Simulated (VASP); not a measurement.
Here is the system:

```xyz
9
Lattice="3.7570 0.0000 0.0000 -1.8785 3.2536 0.0000 0.0000 0.0000 24.0716" Properties=species:S:1:pos:R:3 pbc="T T T"
Si     1.8785     1.0845     8.2014
Si     0.0000     2.1691    11.2689
Si     0.0000     0.0000     9.7351
Si     0.0000     0.0000    14.3364
Si     1.8785     1.0845    12.8027
Si     0.0000     2.1691    15.8702
Co     0.0000     2.1691     8.9682
Co     0.0000     0.0000    12.0358
Co     1.8785     1.0845    15.1033
```

All values below come from PBEsol GGA, VASP's PBE PAW potentials (set 64) (plane waves; VASP). Settings: PREC = Normal, EDIFF = 1E-5, 400 eV cut-off, 9×9×1 Γ-centred mesh, first-order Methfessel-Paxton smearing of 0.10 eV, potentials Si Co.

Question: The ions are relaxed. Which structure does the run end with?

Answer: 
```xyz
9
Lattice="3.7570 0.0000 0.0000 -1.8785 3.2536 0.0000 0.0000 0.0000 24.0716" Properties=species:S:1:pos:R:3 pbc="T T T"
Si     1.8785     1.0845     8.2393
Si     0.0000     2.1691    11.2112
Si     0.0000     0.0000     9.7332
Si     0.0000     0.0000    14.3384
Si     1.8785     1.0845    12.8604
Si     0.0000     2.1691    15.8323
Co     0.0000     2.1691     8.9173
Co     0.0000     0.0000    12.0358
Co     1.8785     1.0845    15.1543
```

Question: How much energy does the relaxation gain?

Answer: The energy (σ→0) changes by -7.1 meV/atom, in 7 ionic steps.

| step | E(σ→0) (eV) | max force (eV/Å) | pressure (GPa) | volume (Å³) |
|---|---|---|---|---|
| 1 | -60.1685 | 0.463 | -1.33 | 294.25 |
| 2 | -60.2107 | 0.297 | -1.30 | 294.25 |
| 3 | -60.2286 | 0.194 | -1.23 | 294.25 |
| 4 | -60.2317 | 0.034 | -1.23 | 294.25 |
| 5 | -60.2317 | 0.033 | -1.19 | 294.25 |
| 6 | -60.2320 | 0.032 | -1.30 | 294.25 |
| 7 | -60.2324 | 0.022 | -1.33 | 294.25 |

The cell is a thin slab with vacuum, built from CoSi2 (fluorite): (111) face. The run is not spin-polarised, so no magnetic state was tried.
